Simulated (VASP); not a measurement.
Data:

```
CsCl
1.0
    3.62818     0.00000     0.00000
    0.00000     3.62818     0.00000
    0.00000     0.00000     3.62818
Cs Cl
1 1
Cartesian
  0.00000   0.00000   0.00000
  1.81409   1.81409   1.81409
```

All values below come from PBE GGA, VASP's PBE PAW potentials (set 64) (plane waves; VASP). Numerical set-up: 500 eV cut-off, 7×7×7 Γ-centred mesh, Gaussian smearing of 0.050 eV, potentials Cs_sv Cl.

Energy and stress use the plane-wave basis of the starting cell.

Task: The ions, cell shape and volume at an external pressure of 30.0 GPa are relaxed. Give the cell that the relaxation ends in.

Result: 
```
CsCl
1.0
    3.52217     0.00000     0.00000
    0.00000     3.52217     0.00000
    0.00000     0.00000     3.52217
Cs Cl
1 1
Cartesian
  0.00000   0.00000   0.00000
  1.76108   1.76108   1.76108
```
Space group Pm-3m (221), at a tolerance of 0.03 Å.

Task: How do energy and volume change from the first to the last step?

Result: The energy (σ→0) changes by +312.4 meV/atom and the volume by -8.5 %, in 4 ionic steps.

The compound is CsCl in the CsCl type structure. This run relaxes it under an external pressure of 30 GPa. Symmetry was kept, so distortions that lower it aren't found.
